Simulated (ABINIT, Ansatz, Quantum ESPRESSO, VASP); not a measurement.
## MgAu (Pm-3m, 2 atoms in the cell) computed with different codes at matched settings

Self-consistent single point.

```yaml
crystal:
  lattice:
    - [3.23851, 0.00000, 0.00000]
    - [0.00000, 3.23851, 0.00000]
    - [0.00000, 0.00000, 3.23851]
  atoms:
    - { symbol: Mg, position: [0.50000, 0.50000, 0.50000] }
    - { symbol: Au, position: [0.00000, 0.00000, 0.00000] }
```

All programs got the same cell, k-point mesh and kind of occupations (in Ansatz's words: kpoints.mp_grid.grid = 7 7 7; scf.occupations.method = gaussian; scf.occupations.width = 0.0073 Ry); potentials, basis and cutoffs are each program's usual ones.

```csv
code,model,pressure (GPa),cutoff
Quantum ESPRESSO,"PBEsol, PseudoDojo standard norm-conserving (PBESOL) pseudopotentials",1.23,85 Ry
ABINIT,"PBEsol, norm-conserving pseudopotentials (PseudoDojo nc-sr-04 PBEsol standard)",1.22,84 Ry
Ansatz,"PBEsol, PAW files made with PBE",1.22,30.9 Ry
VASP,"PBEsol, VASP's PBE PAW potentials (set 64)",0.72,300 eV
```

The spread over the programs that give each value: pressure within 0.51 GPa.

The starting cell comes from a database of computed structures (which also holds hypothetical and non-ambient phases and stackings), without a prior relaxation at this level. Its lattice was rescaled by a random factor within 2.5 % of one. On Ansatz's run: Spin-orbit coupling is off.

Task: Why do the programs differ, and what cannot be compared?

Result: Differences of this kind can come from the potentials, where these differ, and from what each basis and cutoff leave unconverged. The valence holds different numbers of electrons (Quantum ESPRESSO 29, ABINIT 29, Ansatz (a quantum-chemistry and plane-wave program) 29, VASP 13). The zero of total energies and Fermi levels follows the potentials and each program's conventions, so they are not compared here. Ansatz's pressure is given at a fixed set of plane waves, as the other plane-wave codes print theirs; with its correction for the finite basis it is 1.25 GPa. Ansatz's smearing width was typed in Ry to four decimals, so it matches the others to a few per cent.

VASP's run is marked for a possible Pulay error in its stress at this cutoff; no cutoff test was made.

Left out of this page: GPAW, CP2K, Elk, FLEUR and SIESTA (not drawn, or without a comparable value).

Keys are those of Ansatz 0.2.
